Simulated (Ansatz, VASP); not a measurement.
# Hf11Ti19O60 (amorphous 37HfO2-63TiO2 (mol %)): VASP beside Ansatz, part 3 of 3

Aim: how closely do two programs agree when they are given the same cell, functional and k mesh? Of the first pair: The structure shown is the start of the Ansatz relaxation below; VASP solves that cell, so the two are compared at the walk's first step.

VASP 6.6.1 and Ansatz 0.2.0.

So far. Step 3 (VASP: single point, PBEsol, start cell, pair 1): The run ends at a pressure of 27.68 GPa, with forces up to 1.8 eV/Å. Step 6 (VASP: single point, PBEsol, relaxed atoms in a fixed …): The run ends at a pressure of 11.40 GPa, with forces up to 0.28 eV/Å.

### 8. Ansatz: relaxation, PBEsol

Level of this step: Ansatz beside VASP: Kohn-Sham DFT, plane waves, PBEsol (Ansatz).

This run makes the geometry at which the two programs are then compared. The cell compared in this pair holds 1003.00 Å³, against 960.32 Å³ for the pair before.

The structure compared here is the end of the Ansatz relaxation.

File input.yaml:

```yaml
crystal:
  lattice:
    - [10.0994, -0.19406, 0.06736]
    - [-0.19406, 9.55287, -0.06727]
    - [0.06736, -0.06727, 10.40113]
  atoms:
    - { symbol: Hf, position: [0.84732, 0.27779, 0.45231] }
    - { symbol: Hf, position: [0.08805, 0.18379, 0.64648] }
    - { symbol: Hf, position: [0.27221, 0.36192, 0.14905] }
    - { symbol: Hf, position: [0.82612, 0.96523, 0.65032] }
    - { symbol: Hf, position: [0.01505, 0.13468, 0.16302] }
    - { symbol: Hf, position: [0.90839, 0.3958, 0.90835] }
    - { symbol: Hf, position: [0.04162, 0.75443, 0.71394] }
    - { symbol: Hf, position: [0.28687, 0.7001, 0.24681] }
    - { symbol: Hf, position: [0.35931, 0.02073, 0.12548] }
    - { symbol: Hf, position: [0.70864, 0.5992, 0.67444] }
    - { symbol: Hf, position: [0.75953, 0.09176, 0.96366] }
    - { symbol: Ti, position: [0.56484, 0.30367, 0.0573] }
    - { symbol: Ti, position: [0.58411, 0.76311, 0.42635] }
    - { symbol: Ti, position: [0.56128, 0.4765, 0.33321] }
    - { symbol: Ti, position: [0.54338, 0.01535, 0.58478] }
    - { symbol: Ti, position: [0.69106, 0.74792, 0.11309] }
    - { symbol: Ti, position: [0.10233, 0.01485, 0.90277] }
    - { symbol: Ti, position: [0.41633, 0.40308, 0.62401] }
    - { symbol: Ti, position: [0.40624, 0.13459, 0.84769] }
    - { symbol: Ti, position: [0.17005, 0.47443, 0.74319] }
    - { symbol: Ti, position: [0.30982, 0.09559, 0.39903] }
    - { symbol: Ti, position: [0.01148, 0.68796, 0.02049] }
    - { symbol: Ti, position: [0.08709, 0.51874, 0.42989] }
    - { symbol: Ti, position: [0.37917, 0.76251, 0.68058] }
    - { symbol: Ti, position: [0.09971, 0.89763, 0.42377] }
    - { symbol: Ti, position: [0.84081, 0.45248, 0.2203] }
    - { symbol: Ti, position: [0.67852, 0.0367, 0.24796] }
    - { symbol: Ti, position: [0.41531, 0.58495, 0.95034] }
    - { symbol: Ti, position: [0.55973, 0.85485, 0.88262] }
    - { symbol: Ti, position: [0.67022, 0.2933, 0.73124] }
    - { symbol: O, position: [0.32615, 0.56036, 0.09812] }
    - { symbol: O, position: [0.91821, 0.12992, 0.56332] }
    - { symbol: O, position: [0.46466, 0.64734, 0.3307] }
    - { symbol: O, position: [0.47066, 0.10625, 0.45764] }
    - { symbol: O, position: [0.24188, 0.33166, 0.6366] }
    - { symbol: O, position: [0.27122, 0.18875, 0.25682] }
    - { symbol: O, position: [0.81564, 0.22807, 0.81969] }
    - { symbol: O, position: [0.04217, 0.57944, 0.85567] }
    - { symbol: O, position: [0.42687, 0.98285, 0.94909] }
    - { symbol: O, position: [0.53818, 0.11878, 0.17737] }
    - { symbol: O, position: [0.82266, 0.06402, 0.15003] }
    - { symbol: O, position: [0.56119, 0.45707, 0.718] }
    - { symbol: O, position: [0.98073, 0.85969, 0.54384] }
    - { symbol: O, position: [0.96329, 0.10564, 0.97152] }
    - { symbol: O, position: [0.71173, 0.37974, 0.33953] }
    - { symbol: O, position: [0.4511, 0.8353, 0.52324] }
    - { symbol: O, position: [0.04808, 0.33041, 0.78143] }
    - { symbol: O, position: [0.08609, 0.58064, 0.61398] }
    - { symbol: O, position: [0.75329, 0.30797, 0.05506] }
    - { symbol: O, position: [0.762, 0.38335, 0.59705] }
    - { symbol: O, position: [0.4803, 0.38176, 0.20646] }
    - { symbol: O, position: [0.58113, 0.73564, 0.73142] }
    - { symbol: O, position: [0.34249, 0.57831, 0.64396] }
    - { symbol: O, position: [0.22105, 0.82587, 0.66687] }
    - { symbol: O, position: [0.4616, 0.96731, 0.73399] }
    - { symbol: O, position: [0.18255, 0.06126, 0.51644] }
    - { symbol: O, position: [0.46583, 0.39599, 0.4642] }
    - { symbol: O, position: [0.65725, 0.84543, 0.27692] }
    - { symbol: O, position: [0.59015, 0.18861, 0.90377] }
    - { symbol: O, position: [0.68351, 0.12361, 0.64153] }
    - { symbol: O, position: [0.93142, 0.5115, 0.07212] }
    - { symbol: O, position: [0.7351, 0.1167, 0.38433] }
    - { symbol: O, position: [0.29556, 0.47319, 0.86124] }
    - { symbol: O, position: [0.04019, 0.34278, 0.49506] }
    - { symbol: O, position: [0.12253, 0.7171, 0.1383] }
    - { symbol: O, position: [0.10499, 0.30483, 0.08348] }
    - { symbol: O, position: [0.39185, 0.82464, 0.13689] }
    - { symbol: O, position: [0.58488, 0.69313, 0.97862] }
    - { symbol: O, position: [0.92554, 0.28645, 0.26631] }
    - { symbol: O, position: [0.65755, 0.61394, 0.48435] }
    - { symbol: O, position: [0.22694, 0.1173, 0.80799] }
    - { symbol: O, position: [0.29019, 0.93155, 0.3235] }
    - { symbol: O, position: [0.85655, 0.76686, 0.06396] }
    - { symbol: O, position: [0.77892, 0.48957, 0.82033] }
    - { symbol: O, position: [0.4701, 0.22808, 0.70114] }
    - { symbol: O, position: [0.21133, 0.48126, 0.30624] }
    - { symbol: O, position: [0.69622, 0.5789, 0.19957] }
    - { symbol: O, position: [0.37342, 0.22665, 0.01819] }
    - { symbol: O, position: [0.93505, 0.53746, 0.34991] }
    - { symbol: O, position: [0.16969, 0.02424, 0.06767] }
    - { symbol: O, position: [0.03166, 0.99493, 0.30358] }
    - { symbol: O, position: [0.64844, 0.92604, 0.03752] }
    - { symbol: O, position: [0.00808, 0.00423, 0.74389] }
    - { symbol: O, position: [0.5307, 0.44549, 0.96806] }
    - { symbol: O, position: [0.72391, 0.95173, 0.82066] }
    - { symbol: O, position: [0.84575, 0.75019, 0.70617] }
    - { symbol: O, position: [0.68316, 0.89697, 0.53079] }
    - { symbol: O, position: [0.15299, 0.71694, 0.39623] }
    - { symbol: O, position: [0.38189, 0.74267, 0.86013] }
    - { symbol: O, position: [0.07311, 0.82626, 0.89965] }
kpoints:
  mp_grid: { grid: [1, 1, 1] }
hamiltonian:
  xc: pbesol
scf:
  occupations: { method: fermi_dirac, width: 0.05 }
output:
  forces: true
  eigenvalues: true
  stress: true
relax:
  f_tol: 0.05
  max_steps: 70
```

The run is started by

```console
$ ansatz run input.yaml --threads 4 --pin off --max-ram 8192MiB --backend cpu --events-out ev --progress --plain --runs-dir out
```

Numbers of over 12 decimals in the logs are rounded to 6 here.

What it wrote:

```text
[...]
Crystal: 90 atoms, lattice volume = 1003.004 Å³
Basis set: ecut = 420 eV, 19625 PW (Γ), exchange–correlation on 144×128×144 points (8 copies of the dense FFT grid, shifted against one another)
Bands: 527, of which v1, the nominal top of the filled ones, is band 437 counted from 1 (436 counted from 0)
Symmetry: 1 space group operations
[...]
k-points: 1
[...]
- { symbol: O, position: [0.926526, 0.123468, 0.558192] }
    - { symbol: O, position: [0.459854, 0.651837, 0.333565] }
    - { symbol: O, position: [0.465110, 0.131704, 0.445427] }
    - { symbol: O, position: [0.251675, 0.331548, 0.635166] }
    - { symbol: O, position: [0.217920, 0.201495, 0.264984] }
    - { symbol: O, position: [0.830078, 0.220491, 0.836514] }
    - { symbol: O, position: [0.047857, 0.576605, 0.865086] }
[...]
- { symbol: O, position: [0.686574, 0.903540, 0.530447] }
    - { symbol: O, position: [0.159135, 0.711161, 0.404778] }
    - { symbol: O, position: [0.373705, 0.741763, 0.839851] }
    - { symbol: O, position: [0.101064, 0.820341, 0.903986] }
```

### 9. VASP: single point, PBEsol, relaxed atoms in a fixed cell, pair 3

The same cell, functional, mesh and smearing now go to VASP, with its own data sets.

File INCAR:

```
SYSTEM = Hf11Ti19O60
PREC = Accurate
ENCUT = 600
EDIFF = 1E-06
NELM = 120
ISMEAR = -1
SIGMA = 0.05
LREAL = Auto
ALGO = Normal
GGA = PS
NBANDS = 416
LASPH = .TRUE.
LORBIT = 11
LWAVE = .FALSE.
LCHARG = .FALSE.
ISIF = 2
GGA_COMPAT = .FALSE.
EFERMI = MIDGAP
NCORE = 2
```

File POSCAR:

```
Hf11Ti19O60
1.0
   10.0994000000     -0.1940600000      0.0673600000
   -0.1940600000      9.5528700000     -0.0672700000
    0.0673600000     -0.0672700000     10.4011300000
Hf Ti O
11 19 60
Direct
    0.8532900000      0.2850600000      0.4567900000
    0.0988800000      0.1800700000      0.6440700000
    0.2573100000      0.3528700000      0.1314500000
    0.8294300000      0.9663000000      0.6561900000
    0.0260900000      0.1198800000      0.1755100000
    0.9291600000      0.3913400000      0.9232300000
    0.0415500000      0.7521100000      0.7227200000
    0.2792900000      0.6861200000      0.2442000000
    0.3908700000      0.9881200000      0.1106500000
    0.7157000000      0.5964200000      0.6779700000
    0.7602400000      0.0883900000      0.9786000000
    0.5568300000      0.3111600000      0.0660300000
    0.5869100000      0.7671300000      0.4307800000
    0.5564400000      0.4808700000      0.3325500000
    0.5512000000      0.0432200000      0.5704100000
    0.6836000000      0.7496500000      0.1058300000
    0.1160600000      0.0115600000      0.9092800000
    0.4225400000      0.4135300000      0.6294500000
    0.4111000000      0.1402800000      0.8367600000
    0.1754100000      0.4735800000      0.7434600000
    0.3070600000      0.0942600000      0.3774500000
    0.0119000000      0.6979300000      0.0292300000
    0.0844600000      0.5142000000      0.4334300000
    0.3741900000      0.7743800000      0.6594600000
    0.1010500000      0.8851100000      0.4471900000
    0.8318400000      0.4386700000      0.2162200000
    0.6731000000      0.0419900000      0.2635300000
    0.4075700000      0.6111100000      0.9609000000
    0.5588100000      0.8573900000      0.8603000000
    0.6832100000      0.3010700000      0.7485800000
    0.2772200000      0.5550200000      0.0823100000
    0.9265300000      0.1234700000      0.5581900000
    0.4598500000      0.6518400000      0.3335700000
    0.4651100000      0.1317000000      0.4454300000
    0.2516800000      0.3315500000      0.6351700000
    0.2179200000      0.2015000000      0.2649800000
    0.8300800000      0.2204900000      0.8365100000
    0.0478600000      0.5766000000      0.8650900000
    0.4143100000      0.9734100000      0.9237700000
    0.5291900000      0.1264900000      0.1912400000
    0.8202700000      0.0597200000      0.1677600000
    0.5650500000      0.4648000000      0.7349600000
    0.9618600000      0.8395900000      0.5444000000
    0.9637300000      0.0651200000      0.9866900000
    0.7033900000      0.3704800000      0.3359500000
    0.4472900000      0.8586200000      0.5065500000
    0.0536200000      0.3267300000      0.7803300000
    0.0783400000      0.5771500000      0.6181300000
    0.7566000000      0.3100000000      0.0700400000
    0.7695600000      0.3926400000      0.6016500000
    0.4575200000      0.3846300000      0.2121200000
    0.5786300000      0.7442800000      0.7092100000
    0.3391900000      0.5878400000      0.6282800000
    0.2092300000      0.8334800000      0.6380800000
    0.4654500000      0.9774300000      0.7170600000
    0.1978200000      0.0569400000      0.5122800000
    0.4687300000      0.4016400000      0.4681200000
    0.6518500000      0.8463300000      0.2768800000
    0.5929200000      0.1966000000      0.9081200000
    0.6962700000      0.1309600000      0.6520900000
    0.9362200000      0.5229200000      0.0852100000
    0.7239500000      0.1230800000      0.4047300000
    0.3088300000      0.4749400000      0.8543000000
    0.0523200000      0.3343200000      0.4985000000
    0.1095400000      0.7474500000      0.1561400000
    0.0851800000      0.2982700000      0.0545000000
    0.4001100000      0.7761700000      0.1001100000
    0.5956300000      0.6947500000      0.9553100000
    0.9313800000      0.2798200000      0.2670100000
    0.6618800000      0.6116200000      0.4841200000
    0.2309900000      0.1251000000      0.8039100000
    0.3131900000      0.9263900000      0.2935500000
    0.8492800000      0.7811000000      0.0535200000
    0.7844700000      0.4765900000      0.8289300000
    0.4836600000      0.2310500000      0.6914000000
    0.2039100000      0.4823100000      0.2987800000
    0.6883000000      0.5784800000      0.1945100000
    0.3760800000      0.2209200000      0.0190700000
    0.9219600000      0.5197400000      0.3679100000
    0.1925000000      0.0225700000      0.0709200000
    0.0384900000      0.9779200000      0.3147300000
    0.6184400000      0.9359700000      0.0469400000
    0.0162500000      0.9952800000      0.7453500000
    0.5196500000      0.4590800000      0.9855100000
    0.7240600000      0.9522000000      0.8294300000
    0.8450700000      0.7505500000      0.7319900000
    0.6865700000      0.9035400000      0.5304500000
    0.1591400000      0.7111600000      0.4047800000
    0.3737100000      0.7417600000      0.8398500000
    0.1010600000      0.8203400000      0.9039900000
```

File KPOINTS:

```
Automatic mesh
0
Gamma
1 1 1
0 0 0
```

The projector-augmented-wave data sets are Hf_pv, Ti_sv and O (PBE family, release 64).

The run is started by

```console
$ mpirun -np 8 vasp_gam
```

What it wrote:

```text
[... set-up lines as in an earlier step ...]
 entering main loop
       N       E                     dE             d eps       ncg     rms          rms(c)
DAV:   1     0.130851182792E+05    0.13085E+05   -0.42937E+05   832   0.226E+03
DAV:   2     0.210268292971E+04   -0.10982E+05   -0.10477E+05   832   0.671E+02
DAV:   3    -0.707383690954E+03   -0.28101E+04   -0.26164E+04   968   0.281E+02
DAV:   4    -0.104934379169E+04   -0.34196E+03   -0.34004E+03  1136   0.104E+02
[...]
DAV:  19    -0.870271718149E+03   -0.64409E-05   -0.22543E-05  1168   0.127E-02    0.134E-02
DAV:  20    -0.870271719204E+03   -0.10543E-05   -0.62625E-06   904   0.657E-03    0.446E-03
DAV:  21    -0.870271719732E+03   -0.52867E-06   -0.21228E-06   608   0.417E-03
   1 F= -.87027172E+03 E0= -.87027172E+03  d E =-.244153E-10
```

OUTCAR, selected parts (step 9):

```text
  Total       22.2804281     34.1205002     38.5061731      5.8835302     -1.2024148    -11.3168154
[...]
8.33052      4.01459      2.27546         0.011620      0.020074     -0.036287
      6.80751      0.25278      2.78353        -0.059315     -0.049954     -0.042880
      4.06235      5.69412      9.98079         0.013105      0.008888      0.015136
      5.53521      8.02422      8.92806        -0.005567      0.020829      0.000533
      6.89201      2.69314      7.81185        -0.012945      0.013544      0.021762
      2.69759      5.24270      0.83745        -0.044900     -0.078816      0.166381
      9.37104      0.96214      5.85991         0.002112      0.043878      0.058669
      4.54018      6.11527      3.45663        -0.158773      0.037597     -0.075280
      4.70178      1.13789      4.65545         0.025165      0.059817     -0.030395
      2.52026      3.07569      6.60114        -0.132666     -0.150016     -0.013143
      2.17961      1.86479      2.75722        -0.086069      0.088494     -0.186647
      8.39687      1.88895      8.74173         0.057594     -0.008054      0.174736
      0.42973      5.44070      8.96235        -0.067950     -0.029578     -0.022058
      4.05761      9.15632      9.57068        -0.038195     -0.021885      0.182329
[...]
-----------------------------------------------------------------------------------
    total drift:                                0.001646      0.004603      0.005254

  FREE ENERGIE OF THE ION-ELECTRON SYSTEM (eV)
  ---------------------------------------------------
  free  energy   TOTEN  =      -870.2717197325 eV

  energy  without entropy=     -870.2717197325  energy(sigma->0) =     -870.27171973

[... 1 part as in an earlier step ...]

[... 1 further part left out ...]
[key lines of the parts left out:]
E-fermi :   4.9525
```

The run ends at a pressure of 5.05 GPa, with forces up to 0.28 eV/Å.

### 10. Side by side

What differs besides the data sets and the points named for the pairs above, as far as they apply: the data sets hold 874 valence electrons in Ansatz (on its default PAW (the set named soft_2) files) and 698 in VASP. Total energies have different zeros and are not compared.

Both answers:

```csv
quantity,Ansatz,VASP,difference
pressure (GPa),5.85,5.05,+0.80
gap on the k mesh (eV),2.666,2.640,+0.025
```

Forces on 7 of the 90 atoms, those with the largest forces and the largest differences (eV/Å; atoms numbered as in POSCAR):

```
atom          Ansatz x, y, z           VASP x, y, z
 O36   -0.003, -0.008, 0.002  -0.086, 0.088, -0.187
 O41    -0.003, 0.002, 0.007   0.150, 0.066, -0.150
 O43    0.006, 0.002, -0.007   -0.115, 0.005, 0.194
 O44    -0.008, 0.001, 0.000   -0.172, 0.069, 0.134
 O62  -0.005, -0.003, -0.003    0.110, 0.153, 0.141
 O65  -0.005, -0.001, -0.004   0.205, -0.005, 0.188
 O81     0.005, 0.002, 0.003  -0.047, 0.144, -0.174
```

The forces differ by 77 meV/Å r.m.s., where the r.m.s. force is 0.005 eV/Å in Ansatz and 0.077 eV/Å in VASP: the atoms lie near their places of rest in Ansatz, so a percentage would say little (all taken over all components). A gap on the mesh is an upper bound, since the band edges may lie between its points; neither run holds spin-orbit coupling, which can move the band edges of a compound of Hf.

### 11. Summary of results

| Quantity | Value |
| --- | --- |
| r.m.s. force difference (single point, PBEsol, start cell, pair 1) | 14 % of the r.m.s. force |
| r.m.s. force difference (single point, PBEsol, relaxed atoms in a fixed cell, pair 2) | 78 meV/Å |
| difference in pressure (single point, PBEsol, relaxed atoms in a fixed cell, pair 2) | 0.84 GPa |
| r.m.s. force difference (single point, PBEsol, relaxed atoms in a fixed cell, pair 3) | 77 meV/Å |
| difference in pressure (single point, PBEsol, relaxed atoms in a fixed cell, pair 3) | 0.80 GPa |

In words: The r.m.s. force difference is 78 meV/Å (single point, PBEsol, relaxed atoms in a fixed cell, pair 2), beyond the 12 meV/Å picked in this series as the mark of a large difference. The data sets hold unlike numbers of valence electrons (874 in Ansatz and 698 in VASP), so part of the differences may come from the potentials. What causes the difference of the single point, PBEsol, start cell, pair 1 pair stays open here. What causes the difference of the single point, PBEsol, relaxed atoms in a fixed cell, pair 2 pair stays open here. What causes the difference of the single point, PBEsol, relaxed atoms in a fixed cell, pair 3 pair stays open here. 1 further pair of this series is not shown here. Such differences can come from data sets, numerical settings and the points named under the comparisons, not from the functional's error against experiment.

[Lines on the potential files, build, host, timing and source positions are cut from VASP's logs without a mark.]

[Logs are printed without paths, hosts, clocks, repeated set-up lines and the standing remarks that a program may print on its own settings, such as how far it seeks lower states.]

[Hosts, paths, dates, database ids (printed as entryN), source tags and the programs' standing remarks are cut or masked in the printed files.]
